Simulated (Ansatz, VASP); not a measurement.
# Cross-check of Mg3BiSb between VASP and Ansatz, part 2 of 2

One calculation is typed for both programs; each brings its own data sets and cutoff. How far apart do they land?

VASP 6.6.1 and Ansatz 0.2.0.

So far. Step 2 (VASP: single point, r2SCAN): The run ends at a pressure of -1.29 GPa, with forces up to 0.092 eV/Å.

### Step 3. Ansatz: single point, r2SCAN

Level of this step: Ansatz beside VASP: Kohn-Sham DFT, plane waves, r2SCAN (Ansatz).

Ansatz runs on its default PAW (the set named soft_2) files.

The same cell, functional, mesh and smearing now go to Ansatz, which takes its cutoff from its data sets.

input.yaml

```yaml
crystal:
  lattice:
    - [9.328680925, 0.0, 0.0]
    - [-4.6643404626, 8.0788746648, 0.0]
    - [0.0, 0.0, 7.360345]
  atoms:
    - { symbol: Sb, position: [0.333333335, 0.166666665, 0.2276015587] }
    - { symbol: Bi, position: [0.166666665, 0.333333335, 0.776462462] }
    - { symbol: Bi, position: [0.166666665, 0.833333335, 0.776462462] }
    - { symbol: Bi, position: [0.666666665, 0.333333335, 0.776462462] }
    - { symbol: Bi, position: [0.666666665, 0.833333335, 0.776462462] }
    - { symbol: Sb, position: [0.333333335, 0.666666665, 0.2276015587] }
    - { symbol: Sb, position: [0.833333335, 0.166666665, 0.2276015587] }
    - { symbol: Sb, position: [0.833333335, 0.666666665, 0.2276015587] }
    - { symbol: Mg, position: [0.0, 0.0, 0.0044207813] }
    - { symbol: Mg, position: [0.0, 0.5, 0.0044207813] }
    - { symbol: Mg, position: [0.5, 0.0, 0.0044207813] }
    - { symbol: Mg, position: [0.5, 0.5, 0.0044207813] }
    - { symbol: Mg, position: [0.166666665, 0.333333335, 0.3640768459] }
    - { symbol: Mg, position: [0.166666665, 0.833333335, 0.3640768459] }
    - { symbol: Mg, position: [0.666666665, 0.333333335, 0.3640768459] }
    - { symbol: Mg, position: [0.666666665, 0.833333335, 0.3640768459] }
    - { symbol: Mg, position: [0.333333335, 0.166666665, 0.627438352] }
    - { symbol: Mg, position: [0.333333335, 0.666666665, 0.627438352] }
    - { symbol: Mg, position: [0.833333335, 0.166666665, 0.627438352] }
    - { symbol: Mg, position: [0.833333335, 0.666666665, 0.627438352] }
hamiltonian:
  xc: r2scan
  pseudopotentials: { kind: paw }
kpoints:
  mp_grid: { grid: [3, 3, 3] }
scf:
  occupations: { method: gaussian, width: 0.05 }
  n_extra_bands: 9
output:
  forces: true
  stress: true
  eigenvalues: true
  write_density: true
  write_potential: true
  elf: true
  volumetric_format: npy
```

Launch:

```bash
$ ansatz run input.yaml --threads 8 --pin off --max-ram 18432MiB --backend cpu --events-out ev --progress --plain --runs-dir out
```

Numbers of over 12 decimals in the logs are rounded to 6 here.

The program printed:

```text
scf.n_extra_bands = 9 over 120 filled bands (N_el = 240.0): the run solves 129 bands
Engine: ansatz 0.2.0, aarch64-unknown-linux-gnu
Pseudopotentials: kind: paw
Pseudopotential: Sb, paw, valence charge 15, recommended cutoff 500 eV (meta_gga), Sb.paw.azcp
Pseudopotential: Bi, paw, valence charge 15, recommended cutoff 500 eV (meta_gga), Bi.paw.azcp
Pseudopotential: Mg, paw, valence charge 10, recommended cutoff 500 eV (meta_gga), Mg.paw.azcp
Functional definition: r2SCAN
  parameter k0 = 0.174
  parameter k1 = 0.065
  parameter a1 = 4.9479
  exchange = r2scan_x(k0 = k0, k1 = k1, a1 = a1)
  correlation = r2scan_c
Crystal: 20 atoms, lattice volume = 554.714 Å³
Basis set: ecut = 500 eV, 14091 PW (Γ), exchange–correlation on 288×288×216 points (64 copies of the dense FFT grid, shifted against one another)
Bands: 129, of which v1, the nominal top of the filled ones, is band 120 counted from 1 (119 counted from 0)
Symmetry: 24 space group operations
Space group: P3m1 (ITA 156), of the structure as read, at distance tolerance 8.2e-5 Å
k-points: 7 of 27 (time reversal used)
Non-local potential: Sb, projectors of the file, l = 0: 2, l = 1: 2, l = 2: 2, l = 3: 2
Non-local potential: Bi, projectors of the file, l = 0: 2, l = 1: 2, l = 2: 2, l = 3: 2
Non-local potential: Mg, projectors of the file, l = 0: 3, l = 1: 2, l = 2: 1
PAW form: soft (Blöchl's): semilocal exchange-correlation on the pseudo side does not see the compensation charge
PAW frozen core: Sb, regenerated for the run's functional (the file was generated under x = pbe(κ = 0.804, μ = 0.219515), c = pbe(β = 0.066725))
PAW frozen core: Bi, regenerated for the run's functional (the file was generated under x = pbe(κ = 0.804, μ = 0.219515), c = pbe(β = 0.066725))
PAW frozen core: Mg, regenerated for the run's functional (the file was generated under x = pbe(κ = 0.804, μ = 0.219515), c = pbe(β = 0.066725))
PAW one-centre angular grid: Sb, 590 points (default); XC on 160 Gauss nodes
PAW one-centre angular grid: Bi, 590 points (default); XC on 160 Gauss nodes
PAW one-centre angular grid: Mg, 302 points (default); XC on 224 Gauss nodes
Initial density: superposition of atomic densities (neutral atoms: chi_scale 0, normalization atom), corrected by the library's trained network
Initial wavefunctions: pseudopotential atomic-orbital guess
Functional: x = r2scan, c = r2scan; τ floored in thin density (d = 2e-4 eV/Å³)
SCF iter   1: F=—  HF=-98765.289541 eV  |F-HF|=—  |Δ(HF+E_count)|=         —  Δρ=5.91e-3  dr2=1.26e-1  dr2_τ=2.43e-2  ethr=1.77e-3  ⟨swp⟩=6.1  Hψ=3431  notcnv=0
preconditioner: auto → Resta (q_TF=auto, 2.373 Å⁻¹)  ε∞=4.8  [insulator: Δε(μ)=0.439 eV  Ē_g=6.447 eV  σ=0.050 eV  W_gap=1.00  n_scr=136 (ndim 8)  ℏωp=12.6 eV  f_vac=0.025  D(μ)=0.00/eV (n_scr^D=0)  ε∞_Penn≈4.8]
SCF iter   2: F=—  HF=-98765.522574 eV  |F-HF|=—  |Δ(HF+E_count)|=   2.33e-1  Δρ=3.05e-3  dr2=5.98e-2  dr2_τ=6.74e-4  ethr=5.27e-5  ⟨swp⟩=2.0  Hψ=2002  notcnv=0  defer=21
SCF iter   3: F=—  HF=-98765.529259 eV  |F-HF|=—  |Δ(HF+E_count)|=   6.69e-3  Δρ=8.04e-4  dr2=6.29e-3  dr2_τ=1.59e-4  ethr=2.49e-5  ⟨swp⟩=2.0  Hψ=1148  notcnv=0  defer=21
SCF iter   4: F=—  HF=-98765.530298 eV  |F-HF|=—  |Δ(HF+E_count)|=   1.04e-3  Δρ=1.78e-4  dr2=2.72e-4  dr2_τ=3.12e-6  ethr=2.62e-6  ⟨swp⟩=2.0  Hψ=1637  notcnv=0  defer=21
SCF iter   5: F=—  HF=-98765.530395 eV  |F-HF|=—  |Δ(HF+E_count)|=   9.67e-5  Δρ=5.14e-5  dr2=1.95e-5  dr2_τ=5.36e-7  ethr=1.13e-7  ⟨swp⟩=2.0  Hψ=1722  notcnv=0  defer=21
SCF iter   6: F=—  HF=-98765.530442 eV  |F-HF|=—  |Δ(HF+E_count)|=   4.74e-5  Δρ=1.76e-5  dr2=3.33e-6  dr2_τ=2.80e-8  ethr=8.15e-9  ⟨swp⟩=2.0  Hψ=1722  notcnv=0  defer=21
SCF iter   7: F=—  HF=-98765.530444 eV  |F-HF|=—  |Δ(HF+E_count)|=   1.98e-6  Δρ=4.75e-6  dr2=1.71e-7  dr2_τ=3.65e-9  ethr=1.39e-9  ⟨swp⟩=2.0  Hψ=1106  notcnv=0  defer=21
SCF iter   8: F=-98765.530445 eV  HF=-98765.530445 eV  |F-HF|=2.08e-9  |Δ(HF+E_count)|=   1.54e-7  Δρ=1.56e-6  dr2=1.38e-8  dr2_τ=7.72e-10  ethr=4.17e-11  ⟨swp⟩=14.9  Hψ=7626  notcnv=0
SCF 1 converged in 8 iterations: F = -98765.530445 eV  dr2 = 1.38e-8
  greatest PAW one-centre occupation: 1.000 electrons in one spin orbital (limit 2), on the Mg atom at site 19 (counted from 0), in its partial waves of l = 0
SCF converged after 8 iterations
Free energy (F): -98765.530445 eV
Harris-Foulkes:  -98765.530445 eV  (|F-HF|=2.08e-9)
Internal energy: -98765.530445 eV  (E = F + TS)
E sigma→0 (E₀):  -98765.530445 eV
Fermi energy:    7.423318 eV
--- Per-component energies (eV) ---
  E_band       = -5764.085642
  E_kinetic    = 2939.073995
  E_local      = -33213.482347  (includes V_loc(G=0)·N_el)
  E_nonlocal   = 4839.612279
  E_hartree    = 12414.454406
  E_xc         = -1390.955652
  E_vxc        = -1498.926612  (∫ρ·V_xc dr)
  E_paw        = -64734.408912  (= ΣΔE_a)
  E_vpaw       = -3760.391449  (= ΣTr[D̂ρ^β])
  E_aug_tail   = -0.001119  (compensation charges beyond the density's cutoff)
  E_vtau       = 101.122131  (kinetic-family band-sum trace: ∫τ·v_τ [+ j·A + Jᵃ·Aᵃ] dr)
  E_ewald      = -19625.034934
  E_core_change = 5.211839  (= ΣΔE_core)
  E_smearing   = -0.000000  (= −TS)
  E_closure    = -0.000000  (closes the sum)
  Σ components = -98765.530445   (vs F -98765.530445, Δ=0.00e0)
--- Forces (eV/Å), atoms counted from 1 ---
  atom   1  Sb     0.00000000     0.00000000     0.08686476
  atom   2  Bi    -0.00000000    -0.00000000    -0.08497229
  atom   3  Bi    -0.00000000    -0.00000000    -0.08497229
  atom   4  Bi    -0.00000000    -0.00000000    -0.08497229
  atom   5  Bi    -0.00000000    -0.00000000    -0.08497229
  atom   6  Sb     0.00000000     0.00000000     0.08686476
  atom   7  Sb     0.00000000     0.00000000     0.08686476
  atom   8  Sb     0.00000000     0.00000000     0.08686476
  atom   9  Mg     0.00000000     0.00000000     0.00825603
  atom  10  Mg     0.00000000     0.00000000     0.00825603
  atom  11  Mg     0.00000000     0.00000000     0.00825603
  atom  12  Mg     0.00000000     0.00000000     0.00825603
  atom  13  Mg     0.00000000     0.00000000    -0.00894559
  atom  14  Mg     0.00000000     0.00000000    -0.00894559
  atom  15  Mg     0.00000000     0.00000000    -0.00894559
  atom  16  Mg     0.00000000     0.00000000    -0.00894559
  atom  17  Mg    -0.00000000    -0.00000000    -0.00121199
  atom  18  Mg    -0.00000000    -0.00000000    -0.00121199
  atom  19  Mg    -0.00000000    -0.00000000    -0.00121199
  atom  20  Mg    -0.00000000    -0.00000000    -0.00121199
  max |Σ_I F_I| component: 3.63e-5 eV/Å
--- Stress (GPa, compression-positive) ---
       -1.312802       0.000000      -0.000000
        0.000000      -1.312802      -0.000000
       -0.000000      -0.000000      -0.841517
  P = ⅓ Tr σ = -1.1557 GPa (-11.557 kbar)
--- Band table (eV; the first three rows and the last of 7) ---
  k-point 0: bands = [... 116 lower, 6.3036, 6.8432, 6.8432, 7.1802, 7.8592, 7.8592, 7.8592, 8.0746, ... 5 higher]
  k-point 1: bands = [... 116 lower, 6.1346, 6.1346, 6.6971, 6.6971, 7.6754, 7.6754, 7.6754, 8.7000, ... 5 higher]
  k-point 2: bands = [... 116 lower, 5.9532, 6.4620, 6.7716, 6.9109, 8.1867, 8.3205, 8.3205, 9.1111, ... 5 higher]
  k-point 6: bands = [... 116 lower, 5.8077, 6.3075, 6.3075, 6.3075, 8.9353, 8.9940, 8.9940, 8.9940, ... 5 higher]
```

Wall time 17 s (8 threads of Arm Neoverse V2, shared host); peak memory 3.9 GiB.

Reading the cycles: dr2 is the Hartree energy of the density residual (eV), the measure of convergence; HF is the Harris–Foulkes estimate of the energy, which meets the free energy F at convergence.

The run ends at a pressure of -1.16 GPa, with forces up to 0.087 eV/Å.

### Step 4. Side by side

Known differences besides the potentials themselves: VASP keeps PBE cores, Ansatz makes them for the functional; the data sets hold 240 valence electrons in Ansatz (default PAW (the set named soft_2) files) and 104 in VASP; the cutoff is 500 eV in Ansatz and 400 eV in VASP. Total energies have different zeros and are not compared.

Both answers:

```csv
quantity,Ansatz,VASP,difference
pressure (GPa),-1.16,-1.29,+0.13
gap on the k mesh (eV),0.495,0.465,+0.030
```

Forces on 10 of the 20 atoms, those with the largest forces and the largest differences (eV/Å; atoms numbered as in POSCAR):

```csv
atom,"Ansatz x, y, z","VASP x, y, z"
Sb1,"0.000, 0.000, 0.087","0.000, 0.000, 0.077"
Bi2,"0.000, 0.000, -0.085","0.000, 0.000, -0.092"
Bi3,"0.000, 0.000, -0.085","0.000, 0.000, -0.092"
Bi4,"0.000, 0.000, -0.085","0.000, 0.000, -0.092"
Bi5,"0.000, 0.000, -0.085","0.000, 0.000, -0.092"
Sb6,"0.000, 0.000, 0.087","0.000, 0.000, 0.077"
Sb7,"0.000, 0.000, 0.087","0.000, 0.000, 0.077"
Mg13,"0.000, 0.000, -0.009","0.000, 0.000, 0.008"
Mg14,"0.000, 0.000, -0.009","0.000, 0.000, 0.008"
Mg16,"0.000, 0.000, -0.009","0.000, 0.000, 0.008"
```

The forces differ by 6.3 meV/Å r.m.s., which is 20.0 % of the r.m.s. force of 0.03 eV/Å (both taken over all components). A gap on the mesh is an upper bound, since the band edges may lie between its points; neither run holds spin-orbit coupling, which can move the band edges of a compound of Bi.

### Step 5. Results

```
r.m.s. force difference (single point, r2SCAN) : 6.3 meV/Å
```

The r.m.s. force difference is 6.3 meV/Å (single point, r2SCAN), within the 12 meV/Å picked in this series as the mark of a large difference. How closely two codes agree says nothing of how well the functional describes the real material.

[Lines on the potential files, build, host, timing and source positions are cut from VASP's logs without a mark.]

[Logs are printed without paths, hosts, clocks, repeated set-up lines and the standing remarks that a program may print on its own settings, such as how far it seeks lower states.]

[Hosts, paths, dates, database ids (printed as entryN), source tags and the programs' standing remarks are cut or masked in the printed files.]
